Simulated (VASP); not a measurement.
All values below come from PBE GGA with D3 dispersion (Becke-Johnson damping), VASP's PBE PAW potentials (set 64) (plane waves; VASP).

Input for VASP

File KPOINTS:
```
Automatic mesh
0
Gamma
8 8 2
0 0 0
```

**POSCAR**
```
MoS2
1.0
  1.5582250818  -2.6989247412   0.0000000000
  1.5582250818   2.6989247412   0.0000000000
  0.0000000000   0.0000000000  11.9255678948
Mo S
2 4
direct
  0.3333330000   0.6666670000   0.2500000000
  0.6666670000   0.3333330000   0.7500000000
  0.3333330000   0.6666670000   0.8799236599
  0.6666670000   0.3333330000   0.3799236599
  0.6666670000   0.3333330000   0.1200763401
  0.3333330000   0.6666670000   0.6200763401
```

**INCAR**
```
ALGO  =  Normal
EDIFF  =  1E-7
EDIFFG  =  -0.01
ENCUT  =  520
GGA  =  PE
IBRION  =  2
ISIF  =  4
ISMEAR  =  0
IVDW  =  12
LASPH  =  .TRUE.
LCHARG  =  .FALSE.
LMAXMIX  =  4
LREAL  =  .FALSE.
LWAVE  =  .FALSE.
NELM  =  100
NSW  =  30
PREC  =  Accurate
SIGMA  =  0.05
SYSTEM  =  MoS2
```

POTCAR, in this order: Mo_sv S (PBE.64 set). Program: vasp_std.

The run wrote:

File OSZICAR:
```
       N       E                     dE             d eps       ncg     rms          rms(c)
DAV:   1     0.469233858741E+03    0.46923E+03   -0.30161E+04  1368   0.161E+03
DAV:   2    -0.187312458323E+02   -0.48797E+03   -0.47747E+03  1503   0.409E+02
DAV:   3    -0.455275767366E+02   -0.26796E+02   -0.26620E+02  1592   0.834E+01
DAV:   4    -0.461262140128E+02   -0.59864E+00   -0.59679E+00  1501   0.122E+01
DAV:   5    -0.461430049400E+02   -0.16791E-01   -0.16785E-01  1611   0.196E+00    0.378E+01
DAV:   6    -0.440283727585E+02    0.21146E+01   -0.19771E+01  1400   0.242E+01    0.140E+01
DAV:   7    -0.437064921833E+02    0.32188E+00   -0.85281E+00  1418   0.150E+01    0.885E+00
DAV:   8    -0.433933230480E+02    0.31317E+00   -0.14950E+00  1611   0.684E+00    0.315E+00
DAV:   9    -0.434071002708E+02   -0.13777E-01   -0.15514E-01  1665   0.188E+00    0.143E+00
DAV:  10    -0.433979749340E+02    0.91253E-02   -0.67539E-02  1470   0.145E+00    0.296E-01
DAV:  11    -0.433980765743E+02   -0.10164E-03   -0.30453E-03  1519   0.314E-01    0.167E-01
DAV:  12    -0.433980313422E+02    0.45232E-04   -0.26394E-04  1560   0.860E-02    0.844E-02
DAV:  13    -0.433980358774E+02   -0.45353E-05   -0.20650E-04  1635   0.748E-02    0.195E-02
DAV:  14    -0.433980363378E+02   -0.46036E-06   -0.20641E-05  1480   0.266E-02    0.183E-02
DAV:  15    -0.433980366956E+02   -0.35781E-06   -0.20320E-06  1471   0.829E-03    0.505E-03
DAV:  16    -0.433980364917E+02    0.20386E-06   -0.92404E-07  1360   0.561E-03    0.548E-04
DAV:  17    -0.433980365566E+02   -0.64864E-07   -0.40818E-08   998   0.134E-03
   1 F= -.46118725E+02 E0= -.46118725E+02  d E =-.461187E+02
       N       E                     dE             d eps       ncg     rms          rms(c)
DAV:   1    -0.434122432934E+02   -0.14207E-01   -0.26338E+00  1268   0.742E+00    0.168E+00
DAV:   2    -0.434197060177E+02   -0.74627E-02   -0.14152E-01  1526   0.167E+00    0.722E-01
DAV:   3    -0.434186847631E+02    0.10213E-02   -0.15309E-02  1488   0.672E-01    0.582E-01
DAV:   4    -0.434178966636E+02    0.78810E-03   -0.40479E-03  1579   0.335E-01    0.271E-01
DAV:   5    -0.434178830142E+02    0.13649E-04   -0.51941E-04  1441   0.124E-01    0.364E-02
DAV:   6    -0.434178659431E+02    0.17071E-04   -0.59194E-05  1473   0.432E-02    0.222E-02
DAV:   7    -0.434178659619E+02   -0.18741E-07   -0.76091E-06  1561   0.136E-02    0.581E-03
DAV:   8    -0.434178657765E+02    0.18535E-06   -0.11620E-06  1405   0.540E-03    0.282E-03
DAV:   9    -0.434178657743E+02    0.22173E-08   -0.10739E-07   937   0.190E-03
   2 F= -.46139116E+02 E0= -.46139116E+02  d E =-.203904E-01
       N       E                     dE             d eps       ncg     rms          rms(c)
DAV:   1    -0.434184770328E+02   -0.61126E-03   -0.60722E-02  1268   0.112E+00    0.270E-01
DAV:   2    -0.434186512825E+02   -0.17425E-03   -0.31371E-03  1512   0.251E-01    0.106E-01
DAV:   3    -0.434186266855E+02    0.24597E-04   -0.23923E-04  1530   0.864E-02    0.863E-02
DAV:   4    -0.434186172097E+02    0.94758E-05   -0.91958E-05  1521   0.505E-02    0.343E-02
DAV:   5    -0.434186162019E+02    0.10078E-05   -0.20024E-05  1522   0.244E-02    0.442E-03
DAV:   6    -0.434186156420E+02    0.55986E-06   -0.19314E-06  1352   0.749E-03    0.452E-03
DAV:   7    -0.434186156875E+02   -0.45491E-07   -0.88987E-08   900   0.177E-03
   3 F= -.46139781E+02 E0= -.46139781E+02  d E =-.210562E-01
       N       E                     dE             d eps       ncg     rms          rms(c)
DAV:   1    -0.434520888415E+02   -0.33473E-01   -0.15536E+00  1248   0.797E+00    0.135E+00
DAV:   2    -0.434318628439E+02    0.20226E-01   -0.14081E-01  1479   0.212E+00    0.831E-01
DAV:   3    -0.434273048905E+02    0.45580E-02   -0.13690E-02  1502   0.703E-01    0.283E-01
DAV:   4    -0.434256388047E+02    0.16661E-02   -0.57589E-03  1440   0.408E-01    0.187E-01
DAV:   5    -0.434256310373E+02    0.77674E-05   -0.37253E-04  1429   0.103E-01    0.488E-02
DAV:   6    -0.434256110001E+02    0.20037E-04   -0.15950E-04  1510   0.642E-02    0.234E-02
DAV:   7    -0.434256123358E+02   -0.13357E-05   -0.23615E-05  1603   0.269E-02    0.108E-02
DAV:   8    -0.434256124131E+02   -0.77322E-07   -0.55379E-06  1567   0.140E-02    0.306E-03
DAV:   9    -0.434256123932E+02    0.19892E-07   -0.41672E-07  1292   0.370E-03
   4 F= -.46147251E+02 E0= -.46147251E+02  d E =-.746988E-02
       N       E                     dE             d eps       ncg     rms          rms(c)
DAV:   1    -0.434401174434E+02   -0.14505E-01   -0.78709E-01  1248   0.568E+00    0.964E-01
DAV:   2    -0.434299271489E+02    0.10190E-01   -0.71004E-02  1472   0.151E+00    0.591E-01
DAV:   3    -0.434276243832E+02    0.23028E-02   -0.69294E-03  1509   0.499E-01    0.202E-01
DAV:   4    -0.434267838099E+02    0.84057E-03   -0.29081E-03  1439   0.290E-01    0.135E-01
DAV:   5    -0.434267789021E+02    0.49079E-05   -0.19449E-04  1436   0.740E-02    0.337E-02
DAV:   6    -0.434267696684E+02    0.92337E-05   -0.81776E-05  1523   0.461E-02    0.168E-02
DAV:   7    -0.434267704141E+02   -0.74576E-06   -0.11311E-05  1550   0.187E-02    0.753E-03
DAV:   8    -0.434267705123E+02   -0.98158E-07   -0.26515E-06  1530   0.987E-03    0.209E-03
DAV:   9    -0.434267705103E+02    0.19463E-08   -0.14769E-07  1065   0.237E-03
   5 F= -.46148779E+02 E0= -.46148779E+02  d E =-.899738E-02
```

File OUTCAR:
```
------------------------ aborting loop because EDIFF is reached ----------------------------------------
 Edisp (eV)   -2.72201
  FORCE on cell =-STRESS in cart. coord.  units (eV):
  Direction    XX          YY          ZZ          XY          YZ          ZX
  --------------------------------------------------------------------------------------
  Total       1.22090     1.22090     1.25176     0.00000    -0.00000    -0.00000
  in kB      19.50115    19.50114    19.99409     0.00000    -0.00000    -0.00000
  external pressure =       19.67 kB  Pullay stress =        0.00 kB
  volume of cell :      100.31
      direct lattice vectors                 reciprocal lattice vectors
     1.565831691 -2.712099740 -0.000000000     0.319319122 -0.184359001 -0.000000000
     1.565831691  2.712099740 -0.000000000     0.319319122  0.184359001 -0.000000000
     0.000000000 -0.000000000 11.809983718     0.000000000 -0.000000000  0.084674122
 POSITION                                       TOTAL-FORCE (eV/Angst)
 -----------------------------------------------------------------------------------
      1.56583      0.90404      2.95250         0.000000     -0.000000      0.000000
      1.56583     -0.90404      8.85749        -0.000000      0.000000      0.000000
      1.56583      0.90404     10.42373         0.000000      0.000000      0.004671
      1.56583     -0.90404      4.51874        -0.000000     -0.000000      0.004671
      1.56583     -0.90404      1.38625         0.000000      0.000000     -0.004671
      1.56583      0.90404      7.29124         0.000000      0.000000     -0.004671
 -----------------------------------------------------------------------------------
    total drift:                               -0.000215      0.001567     -0.000030
  FREE ENERGIE OF THE ION-ELECTRON SYSTEM (eV)
  ---------------------------------------------------
  free  energy   TOTEN  =       -46.1487787595 eV

  energy  without entropy=      -46.1487787595  energy(sigma->0) =      -46.14877876

 reached required accuracy - stopping structural energy minimisation
```
(Selected blocks of OUTCAR.)

CONTCAR:
```
MoS2
   1.00000000000000
     1.5658316909874028   -2.7120997400049691   -0.0000000000000000
     1.5658316909874028    2.7120997400049691   -0.0000000000000000
     0.0000000000000000   -0.0000000000000000   11.8099837175519866
  Mo              S
     2     4
Direct
     0.3333330000000032    0.6666669999999968    0.2500000000000000
     0.6666669999999968    0.3333330000000032    0.7500000000000000
     0.3333330000000032    0.6666669999999968    0.8826202873773071
     0.6666669999999968    0.3333330000000032    0.3826202873773072
     0.6666669999999968    0.3333330000000032    0.1173797126226928
     0.3333330000000032    0.6666669999999968    0.6173797126226929
```

The compound is MoS2 in the 2H layered structure. This cell is one point of a volume scan, at 0.97 of the reference volume. Symmetry was kept, so distortions that lower it aren't found.
